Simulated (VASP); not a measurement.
Energy against volume of PdIn (CsCl type). The numbers are results of PBE GGA with D3 dispersion (Becke-Johnson damping), VASP's PBE PAW potentials (set 64) (plane waves; VASP), not measurements. Numerical set-up: 520 eV cut-off, 11×11×11 Γ-centred mesh, first-order Methfessel-Paxton smearing of 0.10 eV, potentials In_d Pd.

```tsv
V (Å³/atom)	E (eV/atom)
16.829	-4.89849
17.349	-4.90466
17.870	-4.89798
18.390	-4.88117
```

Task: Fit these four points and predict the energy of the run at 16.308 Å³/atom.

Result: A cubic in V^(−2/3), the third-order Birch-Murnaghan form, passes through the four points with V0 = 17.32 Å³/atom and B0 = 133 GPa, and gives -4.8761 eV/atom there. The run gave -4.8768 eV/atom, -0.7 meV/atom from the fit; all five points give B0 = 131 GPa.

The compound is PdIn in the CsCl type structure. It was relaxed first.
